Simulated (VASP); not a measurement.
A run of VASP 6.6.1 is set up as follows.

Contents of INCAR:

```
PREC = Accurate ; ENCUT = 600
EDIFF = 1E-7 ; ISMEAR = 0
SIGMA = 0.1 ; LREAL = F
LASPH = T ; NELM = 80
ALGO = Normal ; ISIF = 3
LWAVE = F ; LCHARG = F
GGA = PS ; IBRION = 2
NSW = 80 ; EDIFFG = -0.004
```

KPOINTS

```
Automatic mesh
0
Gamma
  12 12 12
```

File POSCAR:

```
SnAs
1.0
    0.0000000000      2.8405000000      2.8405000000
    2.8405000000      0.0000000000      2.8405000000
    2.8405000000      2.8405000000      0.0000000000
Sn As
1 1
Direct
    0.0000000000      0.0000000000      0.0000000000
    0.5000000000      0.5000000000      0.5000000000
```

Potentials or basis: VASP PAW PBE potentials, release 64 (Sn_d, As).

The run is started by

```sh
$ cat potpaw_PBE.64/Sn_d/POTCAR potpaw_PBE.64/As/POTCAR > POTCAR
$ mpirun -np 1 vasp_std > vasp.out
```

(1) What does it give for the relaxed volume?

(2) Estimate the space group after relaxing (to 0.05 Å).

(3) What does it give for the relaxed cell?

## Answers

(1) 23.34 Å³/atom.

(2) Fm-3m (No. 225).

(3) a = 4.041 Å, b = 4.041 Å, c = 4.041 Å, α = 60.00°, β = 60.00°, γ = 60.00°.

Caveat: the PAW data sets were made with another functional, which shifts forces and pressure a little.
